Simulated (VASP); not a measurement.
**HfV2: single point with LDA**

Crystal: HfV2.

```xyz
6
Lattice="0.0000 3.6935 3.6935 3.6935 0.0000 3.6935 3.6935 3.6935 0.0000" Properties=species:S:1:pos:R:3 pbc="T T T"
Hf    3.6935    3.6935    3.6935
Hf    5.5402    5.5402    5.5402
V     0.9234    0.9234    0.9234
V     0.9234    2.7701    2.7701
V     2.7701    2.7701    0.9234
V     2.7701    0.9234    2.7701
```

| Property | Result |
| --- | --- |
| Program | VASP 6.6.1 |
| Task | single point |
| Functional | LDA |
| Potentials or basis | VASP PAW LDA potentials, release 64 (Hf_pv, V_sv) |
| Cutoff | 520 eV |
| k mesh | 6 × 6 × 6 |
| Occupations | fermi-dirac, width 0.05 eV |
| Spin | collinear spin, typed start |
| Starting moments | [0.0, 0.0, 2.0, 2.0, 2.0, 2.0] μB |
| Dipole correction | no |
| Further INCAR settings | ALGO = Normal; EDIFF = 1e-07; NBANDS = 49 |

```json
{"Pressure": "-14.1 GPa", "Band gap on the k mesh": "none (metal or under the smearing width)", "Net moment": "0.00 μB per cell", "Valence electrons inside the program's atomic spheres": "Hf 8.35; V 11.63"}
```

Levels at points of the mesh, in eV from the Fermi level:
Spin up:
```tsv
k point	band 33	band 34	band 35	band 36	band 37	band 38	band 39	band 40
(0.00, 0.00, 0.00)	-0.29	-0.29	0.46	0.46	0.46	1.58	1.58	1.58
(0.50, 0.00, 0.00)	-0.27	-0.24	-0.24	-0.01	0.03	0.03	1.97	1.97
(0.50, 0.50, 0.00)	-0.37	-0.37	-0.32	-0.32	-0.04	-0.04	0.60	0.60
```
Spin down:
| k point | band 33 | band 34 | band 35 | band 36 | band 37 | band 38 | band 39 | band 40 |
| --- | --- | --- | --- | --- | --- | --- | --- | --- |
| (0.00, 0.00, 0.00) | -0.29 | -0.29 | 0.46 | 0.46 | 0.46 | 1.58 | 1.58 | 1.58 |
| (0.50, 0.00, 0.00) | -0.27 | -0.24 | -0.24 | -0.01 | 0.03 | 0.03 | 1.97 | 1.97 |
| (0.50, 0.50, 0.00) | -0.37 | -0.37 | -0.32 | -0.32 | -0.04 | -0.04 | 0.60 | 0.60 |

It took 2.6 min on 1 thread of Intel(R) Xeon(R) 6975P-C (Granite Rapids) (shared host), peak memory 0.29 GiB.

Spin-orbit coupling is left out, which matters for the levels of Hf.
